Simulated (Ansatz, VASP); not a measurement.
# BiMo in two plane-wave programs, part 2 of 2

Aim: how closely do two programs agree when they are given the same cell, functional and k mesh? The cell is invented: As first built, before any earlier steps moved the atoms (in the runner's words): it takes the MoP structure with some of its atoms replaced by other elements, volume scaled by an estimate. It may not be a known or stable phase. The cell is taken from a series of VASP runs on this material, whose earlier steps may have relaxed, scaled or displaced it; both programs get it as it stands.

VASP 6.6.1 and Ansatz 0.2.0.

So far: Starting point; VASP: band structure, PBEsol; Ansatz: band structure, PBEsol; Side by side.

## (5) VASP: single point, PBEsol

Level of this step: PBEsol; plane waves and PAW (Bi_d, Mo_sv); invented cell (VASP).

With cell and atoms fixed, the geometry can't cause a difference; cores, projectors, grids and the points listed under the comparison can.

INCAR

```
SYSTEM = BiMo
PREC = Accurate
ENCUT = 400
EDIFF = 1E-06
NELM = 100
ISMEAR = -5
SIGMA = 0.05
LREAL = .FALSE.
ALGO = Normal
GGA = PS
LORBIT = 11
LWAVE = .FALSE.
LCHARG = .FALSE.
NEDOS = 2001
```

POSCAR

```
BiMo
1.0
    3.4209598355     -0.0000000011      0.0000000000
   -1.7104804261      2.9626387113      0.0000000000
    0.0000000000      0.0000000000      4.0248662668
Bi Mo
1 1
Direct
    0.3333333300      0.6666666700      0.5000000000
    0.0000000000      0.0000000000      0.0000000000
```

KPOINTS

```
Automatic mesh
0
Gamma
11 11 8
0 0 0
```

Potentials, in the order of the species: Bi_d and Mo_sv (PBE family, release 64).

On the command line:

```console
mpirun -np 1 vasp_std
```

Numbers of over 12 decimals in the logs are rounded to 6 here.

Log:

```text
[banner, memory and clock lines left out]
running    1 mpi-ranks, on    1 nodes
[...]
[... a notice as in an earlier step ...]

 LDA part: xc-table for (Slater+PW92), standard interpolation
 POSCAR, INCAR and KPOINTS ok, starting setup
[...]
entering main loop
       N       E                     dE             d eps       ncg     rms          rms(c)
DAV:   1     0.266107687808E+03    0.26611E+03   -0.13921E+04  2892   0.168E+03
DAV:   2     0.105012244538E+01   -0.26506E+03   -0.26083E+03  2940   0.464E+02
DAV:   3    -0.147165092413E+02   -0.15767E+02   -0.15202E+02  3736   0.118E+02
DAV:   4    -0.151413438591E+02   -0.42483E+00   -0.41907E+00  3336   0.178E+01
[...]
DAV:  11    -0.146198564961E+02    0.12782E-04   -0.23094E-05  3610   0.510E-02    0.681E-03
DAV:  12    -0.146198609855E+02   -0.44894E-05   -0.51938E-06  3146   0.251E-02    0.296E-03
DAV:  13    -0.146198614272E+02   -0.44171E-06   -0.21180E-07  1592   0.379E-03
   1 F= -.14619861E+02 E0= -.14619861E+02  d E =0.000000E+00
|                                                                             |
|           W    W    AA    RRRRR   N    N  II  N    N   GGGG   !!!           |
|           W    W   A  A   R    R  NN   N  II  NN   N  G    G  !!!           |
|           W    W  A    A  R    R  N N  N  II  N N  N  G       !!!           |
|           W WW W  AAAAAA  RRRRR   N  N N  II  N  N N  G  GGG   !            |
|           WW  WW  A    A  R   R   N   NN  II  N   NN  G    G                |
|           W    W  A    A  R    R  N    N  II  N    N   GGGG   !!!           |
|                                                                             |
|     Tetrahedron method does not include variations of the Fermi             |
|     occupations, so forces and stress will be inaccurate. We suggest        |
|     using a different smearing scheme ISMEAR = 1 or 2 for metals in         |
|     relaxations.                                                            |
|                                                                             |
```

From OUTCAR (step 5):

```text
  Total        0.0374295      0.0374295     -0.1542167     -0.0000000      0.0000000      0.0000000
  in kB        1.4700998      1.4701004     -6.0570866     -0.0000003      0.0000000      0.0000000
  external PRESSURE =      -1.0389621 kB  Pullay stress =       0.0000000 kB

 POSITION                                       TOTAL-FORCE (eV/Angst)
 -----------------------------------------------------------------------------------
     -0.00000      1.97509      2.01243         0.000000      0.000000      0.000000
      0.00000      0.00000      0.00000        -0.000000     -0.000000      0.000000
 -----------------------------------------------------------------------------------
    total drift:                                0.000017     -0.000005     -0.000000

  FREE ENERGIE OF THE ION-ELECTRON SYSTEM (eV)
  ---------------------------------------------------
  free  energy   TOTEN  =       -14.6198614272 eV

  energy  without entropy=      -14.6198614272  energy(sigma->0) =      -14.61986143

[... 1 part as in an earlier step ...]

[... 2 further parts left out ...]
[key lines of the parts left out:]
E-fermi :  11.2406
```

With tetrahedra the forces and stress of a metal are not exact derivatives of the energy.

## (6) Ansatz: single point, PBEsol

The same cell, functional, mesh and smearing now go to Ansatz, which takes its cutoff from its data sets.

The cell is taken from a series of VASP runs on this material, whose earlier steps may have relaxed, scaled or displaced it; both programs get it as it stands.

input.yaml

```yaml
crystal:
  lattice:
    - [3.4209598355, -1.1e-09, 0.0]
    - [-1.7104804261, 2.9626387113, 0.0]
    - [0.0, 0.0, 4.0248662668]
  atoms:
    - { symbol: Bi, position: [0.33333333, 0.66666667, 0.5] }
    - { symbol: Mo, position: [0.0, 0.0, 0.0] }
hamiltonian:
  xc: pbesol
  pseudopotentials: { kind: paw }
kpoints:
  mp_grid: { grid: [11, 11, 8] }
scf:
  occupations: { method: tetrahedron }
output:
  forces: true
  stress: true
```

On the command line:

```console
ansatz run input.yaml --threads 2 --pin off --max-ram 4608MiB --backend cpu --events-out ev --progress --plain --runs-dir out
```

Log:

```text
Warning: output.forces, output.stress, relax.cell or npt_langevin: where a Kohn–Sham band that disperses or a degenerate level is filled in part under the method tetrahedron, the forces or the stress that this run publishes need not agree with its energy (scf.occupations.method in the input reference, under Limitations); prefer a smearing scheme for the forces or the stress
[...]
--- Band table (eV; the first three rows and the last of 80) ---
  k-point 0: bands = [... 11 lower, 15.5813, 15.8346, 15.8346, 17.4289, 17.4289, 21.6587, 22.9552, 22.9552]
  k-point 1: bands = [... 11 lower, 15.8281, 15.8998, 15.8998, 17.3575, 17.3575, 22.5328, 22.9522, 22.9522]
  k-point 2: bands = [... 11 lower, 16.0820, 16.0820, 16.1363, 17.1720, 17.1720, 22.8708, 22.8708, 24.2608]
  k-point 79: bands = [... 11 lower, 13.3396, 14.2050, 16.0356, 17.5280, 19.1149, 20.3039, 20.6743, 21.0109]
[key lines of the parts left out:]
SCF converged after 7 iterations
Free energy (F): -17138.014965 eV
Fermi energy:    17.424818 eV
P = ⅓ Tr σ = 0.0731 GPa (0.731 kbar)
```

It took 4.7 s on 2 threads of Arm Neoverse N1, shared host; peak memory 0.36 GiB; 8.8 s of CPU time.

The run ends at a pressure of 0.07 GPa.

## (7) Side by side

The two programs side by side:

| quantity | Ansatz | VASP | difference |
| --- | --- | --- | --- |
| pressure (GPa) | 0.07 | -0.10 | +0.18 |

Ansatz's pressure holds a Pulay correction of 0.04 GPa; VASP's holds none.

## (8) Ansatz: electric field gradients, PBEsol

Field gradients test the density near the nuclei, where the PAW reconstruction matters most.

The cell is taken from a series of VASP runs on this material, whose earlier steps may have relaxed, scaled or displaced it; both programs get it as it stands.

input.yaml, the sections that differ from step 6:

```yaml
kpoints:
  mp_grid: { grid: [8, 8, 6] }
scf:
  occupations: { method: fermi_dirac, width: 0.05 }
  n_extra_bands: 4
output:
  forces: true
  stress: true
  eigenvalues: true
  efg: {}
  write_density: true
  write_potential: true
  elf: true
  volumetric_format: npy
# crystal, hamiltonian: as in step 6
```

Log:

```text
[...]
Mo, Bi: output.efg is read without spin–orbit coupling, which moves field gradients at and beside such atoms by some per cent and up to a factor of two; PAW files take it under magnetization.noncollinear and magnetization.spin_orbit
[...]
Crystal: 2 atoms, lattice volume = 40.792 Å³
[...]
--- Band table (eV; the first three rows and the last of 40) ---
  k-point 0: bands = [... 11 lower, 15.5812, 15.8286, 15.8286, 17.4206, 17.4206, 21.6570, 22.9580, 22.9580]
  k-point 1: bands = [... 11 lower, 15.9315, 15.9429, 15.9429, 17.2978, 17.2978, 22.9414, 22.9414, 23.0991]
  k-point 2: bands = [... 11 lower, 16.2435, 16.2435, 16.3124, 17.0033, 17.0033, 22.7613, 22.7613, 25.0357]
  k-point 39: bands = [... 11 lower, 13.3091, 14.2682, 16.0211, 17.5172, 19.1279, 20.1286, 20.7319, 21.0223]
[key lines of the parts left out:]
SCF converged after 6 iterations
Free energy (F): -17138.009483 eV
Fermi energy:    17.398578 eV
P = ⅓ Tr σ = 0.2857 GPa (2.857 kbar)
```

Wall time 5.2 s (2 threads); peak memory 0.41 GiB.

The run ends at a pressure of 0.29 GPa.

## (9) VASP: electric field gradients, PBEsol

The same cell, functional, mesh and smearing now go to VASP, with its own data sets and cutoff.

INCAR

```
SYSTEM = BiMo
PREC = Accurate
ENCUT = 400
EDIFF = 1E-07
NELM = 100
ISMEAR = -1
SIGMA = 0.05
LREAL = .FALSE.
ALGO = Normal
GGA = PS
LORBIT = 11
LWAVE = .FALSE.
LCHARG = .FALSE.
LEFG = .TRUE.
LASPH = .TRUE.
```

POSCAR is that of step 5.

KPOINTS

```
Automatic mesh
0
Gamma
8 8 6
0 0 0
```

On the command line:

```console
mpirun -np 1 vasp_std
```

Log:

```text
[... set-up lines as in an earlier step ...]
 entering main loop
       N       E                     dE             d eps       ncg     rms          rms(c)
[... 1 cycle as in an earlier step ...]
DAV:   2     0.151574366913E+01   -0.26426E+03   -0.25937E+03  1468   0.465E+02
DAV:   3    -0.146733258745E+02   -0.16189E+02   -0.15630E+02  1876   0.120E+02
DAV:   4    -0.151405985726E+02   -0.46727E+00   -0.46059E+00  1696   0.181E+01
DAV:   5    -0.151526491200E+02   -0.12051E-01   -0.12027E-01  1848   0.302E+00    0.108E+01
[...]
DAV:  12    -0.146147029497E+02    0.80049E-06   -0.43886E-06  1632   0.238E-02    0.321E-03
DAV:  13    -0.146147027527E+02    0.19700E-06   -0.22212E-07  1208   0.506E-03    0.453E-04
DAV:  14    -0.146147027162E+02    0.36569E-07   -0.28159E-08   808   0.181E-03
ion   1
     0.0000000    -0.0000627     0.0000000    -2.2971466    -0.0000000    -0.0000724
     0.0000690    -0.0000627     0.0000000    -2.2971466    -0.0000000    -0.0000724
     0.0000950    -0.0000627     0.0000000    -2.2971465    -0.0000000    -0.0000724
[...]
0.0000000    -0.0020252    -0.0000000   226.0200656     0.0000000    -0.0023377
     0.0000690    -0.0020242    -0.0000000   225.5156690     0.0000000    -0.0023365
     0.0000950    -0.0020238    -0.0000000   225.2785140     0.0000000    -0.0023360
     0.0001308    -0.0020231    -0.0000000   224.9190933     0.0000000    -0.0023352
     0.0001801    -0.0020220    -0.0000000   224.3767701     0.0000000    -0.0023340

ion   2
     0.0000000    -0.0000569    -0.0000000     2.2380833    -0.0000000    -0.0000657
     0.0000532    -0.0000569    -0.0000000     2.2380833    -0.0000000    -0.0000657
     0.0000733    -0.0000569    -0.0000000     2.2380833    -0.0000000    -0.0000657
     0.0001009    -0.0000569    -0.0000000     2.2380833    -0.0000000    -0.0000657
     0.0001390    -0.0000569    -0.0000000     2.2380833    -0.0000000    -0.0000657

     0.0000000    -0.0023711    -0.0000000    -2.7842141    -0.0000000    -0.0027369
     0.0000532    -0.0023708    -0.0000000    -2.7815204    -0.0000000    -0.0027366
     0.0000733    -0.0023707    -0.0000000    -2.7800084    -0.0000000    -0.0027365
     0.0001009    -0.0023705    -0.0000000    -2.7775547    -0.0000000    -0.0027363
     0.0001390    -0.0023702    -0.0000000    -2.7735894    -0.0000000    -0.0027359

   1 F= -.14614703E+02 E0= -.14601971E+02  d E =-.254625E-01
```

Parts of OUTCAR (step 9):

```text
  Total        0.0801009      0.0801009     -0.0823437     -0.0000000     -0.0000000      0.0000000
  in kB        3.1460811      3.1460824     -3.2341692     -0.0000005     -0.0000000      0.0000000
  external PRESSURE =       1.0193314 kB  Pullay stress =       0.0000000 kB

 POSITION                                       TOTAL-FORCE (eV/Angst)
 -----------------------------------------------------------------------------------
     -0.00000      1.97509      2.01243        -0.000000     -0.000000      0.000000
      0.00000      0.00000      0.00000         0.000000      0.000000      0.000000
 -----------------------------------------------------------------------------------
    total drift:                                0.000017     -0.000005     -0.000000

  FREE ENERGIE OF THE ION-ELECTRON SYSTEM (eV)
  ---------------------------------------------------
  free  energy   TOTEN  =       -14.6147027162 eV

  energy  without entropy=      -14.5892402336  energy(sigma->0) =      -14.60197147

[... 2 parts as in an earlier step ...]

[... 1 further part left out ...]
[key lines of the parts left out:]
E-fermi :  11.2148
```

The run ends at a pressure of 0.10 GPa.

## (10) Differences

What differs besides the data sets and the points named for the pairs above, as far as they apply: Ansatz adds the response of the frozen cores to the gradients, VASP leaves it out. Total energies have different zeros and are not compared.

Both answers:

| quantity | Ansatz | VASP | difference |
| --- | --- | --- | --- |
| pressure (GPa) | 0.29 | 0.10 | +0.18 |
| Vzz at Bi1 (V/Å²) | -297.6 | -285.3 | -12.3 |
| Vzz at Mo2 (V/Å²) | 3.5 | 5.1 | -1.6 |

Ansatz's pressure holds a Pulay correction of 0.04 GPa; VASP's holds none.

## (11) What came out

```json
{"r.m.s. difference of levels near the Fermi level (band structure, PBEsol)": "1.7 meV", "difference in pressure (single point, PBEsol)": "0.18 GPa", "difference in Vzz at Bi1 (electric field gradients, PBEsol)": "-12 V/Å²"}
```

**Reading.** The difference in pressure is 0.18 GPa (single point, PBEsol), within the 1 GPa picked in this series as the mark of a large difference. How closely two codes agree says nothing of how well the functional describes the real material.

[Lines on the potential files, build, host, timing and source positions are cut from VASP's logs without a mark.]

[Logs are printed without paths, hosts, clocks, repeated set-up lines and the standing remarks that a program may print on its own settings, such as how far it seeks lower states.]

[Hosts, paths, dates, database ids (printed as entryN), source tags and the programs' standing remarks are cut or masked in the printed files.]
